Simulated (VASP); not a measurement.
Data:

```yaml
crystal:
  lattice:
    - [0.00000, 2.51284, 2.51284]
    - [2.51284, 0.00000, 2.51284]
    - [2.51284, 2.51284, 0.00000]
  atoms:
    - { symbol: W, position: [0.00000, 0.00000, 0.00000] }
    - { symbol: Si, position: [0.50000, 0.50000, 0.50000] }
```

The numbers are results of PBE GGA, VASP's PBE PAW potentials (set 64) (plane waves; VASP), not measurements. Run with 400 eV cut-off, 14×14×14 Γ-centred mesh, tetrahedra with Blöchl corrections, potentials W_sv Si.

Unless said otherwise, spin-orbit coupling is left out, though it shifts the bands of the heavy elements here.

Task: What does the run give for the energy per atom (σ→0), band gap (on the k-mesh) with the smallest direct gap where there is one?

Result: 
The band gap (on the k-mesh) comes out as none (metal, semimetal or under 0.01 eV) and the energy per atom (σ→0) is -830.8 kJ/mol-atom.

The absolute energy has meaning only against runs of the same code, potentials and settings.

The structure was generated: WSi was put into the rock salt type (Fm-3m), which need not be its known phase. It was relaxed first, which changed the volume by -38 %.
